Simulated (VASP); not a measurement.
An input for Ansatz (written as the equivalent of a VASP run, and not itself run):

Ansatz 0.2 input:
```yaml
crystal:
  lattice:
    - [4.2895182, 2.1314061, 2.1314061]
    - [2.1314061, 4.2895182, 2.1314061]
    - [2.1314061, 2.1314061, 4.2895182]
  atoms:
    - { symbol: Fe, position: [0.0000000, 0.0000000, 0.0000000], spin: 3.9 }
    - { symbol: Fe, position: [0.5000000, 0.5000000, 0.5000000], spin: 3.9 }
    - { symbol: O, position: [0.2500000, 0.2500000, 0.2500000], spin: 0.2 }
    - { symbol: O, position: [0.7500000, 0.7500000, 0.7500000], spin: 0.2 }
kpoints:
  mp_grid: { grid: [11, 11, 11] }
hamiltonian:
  xc: pbe
  pseudopotentials: { kind: paw }
  hubbard:
    sites:
      - { species: Fe, l: d, u_eff: 5.3 }
magnetization: { spin_polarized: true }
scf:
  occupations: { method: methfessel_paxton, width: 0.1 }
  max_iter: 100
relax:
  max_steps: 60
  f_tol: 0.02
  cell: {}
output: { forces: true, stress: true, eigenvalues: true }
```

**Question.** Write the VASP files for the same calculation (PBE+U).

**Answer.** This is not unique; one that fits is 
File POSCAR:
```
FeO
1
    4.2895182093     2.1314060745     2.1314060745
    2.1314060745     4.2895182093     2.1314060745
    2.1314060745     2.1314060745     4.2895182093
Fe O
2 2
Direct
  0.0000000000   0.0000000000   0.0000000000
  0.5000000000   0.5000000000   0.5000000000
  0.2500000000   0.2500000000   0.2500000000
  0.7500000000   0.7500000000   0.7500000000
```

**INCAR**
```
NSW = 60   ! most ionic steps
EDIFF = 1E-6
ALGO = Normal   ! blocked Davidson
LDAU = .TRUE.
LCHARG = .FALSE.
SIGMA = 0.1   ! width (eV)
ISMEAR = 1   ! Methfessel-Paxton
ISIF = 3
LORBIT = 10
LREAL = .FALSE.   ! projection in real space or not
ENCUT = 520   ! plane-wave cut-off (eV)
LDAUPRINT = 1
IBRION = 2   ! conjugate gradients
GGA = PE
SYSTEM = FeO
PREC = Accurate
EDIFFG = -0.02
ISPIN = 2   ! spin-polarised
LDAUTYPE = 2   ! Dudarev
LASPH = .TRUE.
LDAUJ = 0 0
LMAXMIX = 4
LDAUU = 5.3 0
LDAUL = 2 -1
MAGMOM = 3.9 3.9 0.2 0.2
LWAVE = .FALSE.
NELM = 100   ! most electronic steps
```

KPOINTS:
```
Automatic mesh
0
Gamma
11 11 11
0 0 0
```

POTCAR, in this order: Fe O (PBE.64 set). Program: vasp_std.

What does not carry over: each code has its own PAW files, so the cut-off isn't converted (ENCUT is set for VASP's; basis.ecutwfc is left out, and Ansatz then takes the one that its files recommend); Ansatz stops its SCF on the density residual and VASP on the energy change (EDIFF); the +U projectors differ, so the same U acts differently.

The compound is FeO in the rock salt, AFM-II order structure. It was relaxed first. The start is the result of an earlier pass.
